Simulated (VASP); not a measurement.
A convergence study with VASP on TaAl₃ (space group Cm): a few settings are varied, all else stays as given below, so the limit is that of these other settings. The cell's lengths are 1 % over those of the tabulated start and one atom is moved, so it is off equilibrium.

```yaml
crystal:
  lattice:
    - [-1.93627, 1.93627, 4.29381]
    - [1.93627, -1.93627, 4.29381]
    - [1.93627, 1.93627, -4.29381]
  atoms:
    - { symbol: Ta, position: [0.00000, 0.00000, 0.00000] }
    - { symbol: Al, position: [0.50000, 0.50000, 0.00000] }
    - { symbol: Al, position: [0.75000, 0.25000, 0.50000] }
    - { symbol: Al, position: [0.25000, 0.76565, 0.51565] }
```

Computed with PBEsol GGA, VASP's PBE PAW potentials (set 64) (plane waves; VASP 6.6.1). The last row used: ADDGRID = .TRUE., 500 eV cut-off, 12×12×12 Γ-centred mesh, first-order Methfessel-Paxton smearing of 0.10 eV, potentials Ta_pv Al.

```tsv
setting	E (eV/atom)	pressure (GPa)	largest force (eV/Å)	plane waves
ADDGRID = unset, ENCUT = 200, PREC = Low	-6.5025	-5.10	0.449	430
ADDGRID = unset, ENCUT = 200, PREC = Normal	-6.5028	-5.10	0.451	430
ADDGRID = .TRUE., ENCUT = 200, PREC = Normal	-6.5028	-5.10	0.451	430
ADDGRID = unset, ENCUT = 200, PREC = Accurate	-6.5028	-5.10	0.451	430
ADDGRID = .TRUE., ENCUT = 200, PREC = Accurate	-6.5028	-5.10	0.451	430
ADDGRID = unset, ENCUT = 300, PREC = Low	-6.5099	-4.26	0.446	772
ADDGRID = unset, ENCUT = 300, PREC = Normal	-6.5103	-4.26	0.448	772
ADDGRID = .TRUE., ENCUT = 300, PREC = Normal	-6.5103	-4.26	0.448	772
ADDGRID = unset, ENCUT = 300, PREC = Accurate	-6.5103	-4.26	0.448	772
ADDGRID = .TRUE., ENCUT = 300, PREC = Accurate	-6.5103	-4.26	0.448	772
ADDGRID = unset, ENCUT = 400, PREC = Low	-6.5138	-4.05	0.447	1189
ADDGRID = unset, ENCUT = 400, PREC = Normal	-6.5139	-4.07	0.447	1189
ADDGRID = .TRUE., ENCUT = 400, PREC = Normal	-6.5139	-4.07	0.447	1189
ADDGRID = unset, ENCUT = 400, PREC = Accurate	-6.5139	-4.07	0.447	1189
ADDGRID = .TRUE., ENCUT = 400, PREC = Accurate	-6.5139	-4.07	0.447	1189
ADDGRID = unset, ENCUT = 500, PREC = Low	-6.5142	-4.02	0.447	1658
ADDGRID = unset, ENCUT = 500, PREC = Normal	-6.5143	-4.04	0.447	1658
ADDGRID = .TRUE., ENCUT = 500, PREC = Normal	-6.5143	-4.04	0.447	1658
ADDGRID = unset, ENCUT = 500, PREC = Accurate	-6.5143	-4.04	0.447	1658
ADDGRID = .TRUE., ENCUT = 500, PREC = Accurate	-6.5143	-4.04	0.447	1658
```

Left out are rungs that failed or repeat a setting and relaxations that didn't move; long series are thinned to 24 rows.

The structure comes from a computed database's TaAl3 entry (space group no. 139); how it stands against other phases isn't given here. The cell was not relaxed at this level, it is distorted from the ideal structure.
